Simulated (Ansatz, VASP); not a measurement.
One calculation of Ta4O, two programs

Contents of INCAR:

```
SYSTEM = Ta4O
  PREC = Accurate
  ENCUT = 600
  EDIFF = 1E-6
  ISMEAR = 0
  SIGMA = 0.1
  LREAL = .False.
  LASPH = .True.
  NELM = 100
  ALGO = Normal
  ISIF = 3
  LWAVE = .False.
  LCHARG = .False.
  GGA = PE
  IBRION = 2
  NSW = 90
  EDIFFG = -0.04
```

File KPOINTS:

```
Automatic mesh
0
Gamma
  4 4 4
  0 0 0
```

The input POSCAR:

```
Ta4O
1.0
    4.5368986500      0.0000000000      0.0000000000
    0.0000000000      4.5368986500      0.0000000000
    0.0000000000      0.0000000000      4.5368986500
Ta O
4 1
Direct
    0.2437810800      0.7562189200      0.7562189200
    0.7562189200      0.2437810800      0.7562189200
    0.7562189200      0.7562189200      0.2437810800
    0.2437810800      0.2437810800      0.2437810800
    0.0000000000      0.0000000000      0.0000000000
```

Input for Ansatz:

```yaml
crystal:
  lattice:
    - [4.53689865, 0.0, 0.0]
    - [0.0, 4.53689865, 0.0]
    - [0.0, 0.0, 4.53689865]
  atoms:
    - { symbol: Ta, position: [0.24378108, 0.75621892, 0.75621892] }
    - { symbol: Ta, position: [0.75621892, 0.24378108, 0.75621892] }
    - { symbol: Ta, position: [0.75621892, 0.75621892, 0.24378108] }
    - { symbol: Ta, position: [0.24378108, 0.24378108, 0.24378108] }
    - { symbol: O, position: [0.0, 0.0, 0.0] }
basis:
  ecutwfc: 420
kpoints:
  mp_grid: { grid: [4, 4, 4] }
hamiltonian:
  xc: pbe
scf:
  occupations: { method: gaussian, width: 0.1 }
  lower_state_search: "off"
output:
  forces: true
  stress: true
  eigenvalues: true
relax:
  adjacent_minimum: "off"
  f_tol: 0.04
  max_steps: 70
  cell: { stress_tol: 0.4 }
```

Change from the starting cell: species swapped into the SnI4 type (P-43m, No. 215).

Alike in both runs: task relaxation of cell and atoms; functional PBE; k mesh 4 × 4 × 4; occupations gaussian, width 0.1 eV; no spin polarisation.

|  | VASP | Ansatz |
| --- | --- | --- |
| version | VASP 6.6.1 | Ansatz 0.2.0 |
| potentials or method | VASP PAW PBE potentials, release 64 (Ta_pv, O) | scalar-relativistic, plane waves, PAW |
| plane-wave cutoff (eV) | 600 | 420 |
| valence electrons in the cell | 50 | 58 |

Ansatz gave:

| Item | Value |
| --- | --- |
| gap on the k mesh at the Fermi level, each at its own relaxed structure (eV) | none |
| relaxed volume (Å³/atom) | 16.99 |
| relaxed cell length with the largest relative difference (Å) | 4.396 |
| energy change over the relaxation (meV/atom) | -307 |

Task: Which values does VASP return?

Result: gap on the k mesh at the Fermi level, each at its own relaxed structure (eV): none; relaxed volume (Å³/atom): 16.97; relaxed cell length with the largest relative difference (Å): 4.394; energy change over the relaxation (meV/atom): -313.

A gap of «none» marks a metal or a gap that the smearing closes. The two sets of potentials don't hold the same shells in valence.

The runs have no spin-orbit coupling, so splittings on Ta are missing.
